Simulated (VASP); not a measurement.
OSZICAR of a VASP run on ZnSe (space group F-43m):

File OSZICAR:
```
       N       E                     dE             d eps       ncg     rms          rms(c)
DAV:   1    -0.937909599985E+03   -0.93791E+03   -0.69176E+03   104   0.107E+03
DAV:   2    -0.101138857015E+04   -0.73479E+02   -0.70470E+02   119   0.232E+02
DAV:   3    -0.101519894304E+04   -0.38104E+01   -0.38030E+01   119   0.565E+01
DAV:   4    -0.101522278108E+04   -0.23838E-01   -0.23836E-01   119   0.450E+00
DAV:   5    -0.801615333702E+01    0.10072E+04   -0.58696E+00   114   0.390E+01    0.684E+00
DAV:   6    -0.774441422215E+01    0.27174E+00   -0.79807E-01   109   0.904E+00    0.430E+00
DAV:   7    -0.772622998924E+01    0.18184E-01   -0.20694E-01   130   0.428E+00    0.286E+00
DAV:   8    -0.772988368239E+01   -0.36537E-02   -0.30222E-02   109   0.138E+00    0.181E+00
DAV:   9    -0.772819283932E+01    0.16908E-02   -0.21915E-03   114   0.506E-01    0.103E+00
DAV:  10    -0.772729026110E+01    0.90258E-03   -0.56871E-04   119   0.176E-01    0.558E-01
DAV:  11    -0.772709009963E+01    0.20016E-03   -0.30168E-04   132   0.124E-01    0.299E-01
DAV:  12    -0.772707151953E+01    0.18580E-04   -0.92320E-05   129   0.793E-02    0.163E-01
DAV:  13    -0.772708407302E+01   -0.12553E-04   -0.31843E-05   129   0.499E-02    0.911E-02
DAV:  14    -0.772709812751E+01   -0.14054E-04   -0.13209E-05   129   0.319E-02    0.517E-02
DAV:  15    -0.772710797152E+01   -0.98440E-05   -0.59263E-06   124   0.203E-02    0.303E-02
DAV:  16    -0.772711401605E+01   -0.60445E-05   -0.28604E-06   124   0.130E-02    0.179E-02
DAV:  17    -0.772711747167E+01   -0.34556E-05   -0.11822E-06   108   0.812E-03    0.111E-02
DAV:  18    -0.772711928861E+01   -0.18169E-05   -0.59705E-07    92   0.569E-03    0.681E-03
DAV:  19    -0.772712024455E+01   -0.95594E-06   -0.28195E-07    87   0.401E-03
   1 F= -.77271202E+01 E0= -.77271202E+01  d E =-.360275E-30
```

Which electronic solver shows in the log?

It is blocked Davidson (ALGO = Normal, or the opening steps of other solvers). The INCAR had ALGO = Normal.

Can the final energy be trusted as converged?

The run converged. It stopped with EDIFF = 1E-6, NELM = 100 (PBE0 hybrid, plane waves, VASP's PBE PAW potentials (set 64)).

The structure comes from a computed database's ZnSe entry; how it stands against other phases isn't given here. The cell was not relaxed at this level. The k-mesh is coarse (spacing up to 0.64 per Å, 2π included), so the numbers may not be converged in it. The run is one of a series of settings (AEXX = 0.25, HFRCUT = -1, ISYM = 3, LHFCALC = .TRUE., PRECFOCK = Fast, KPOINTS 3×3×3 Γ-centred mesh against the base run), some of them coarse on purpose.
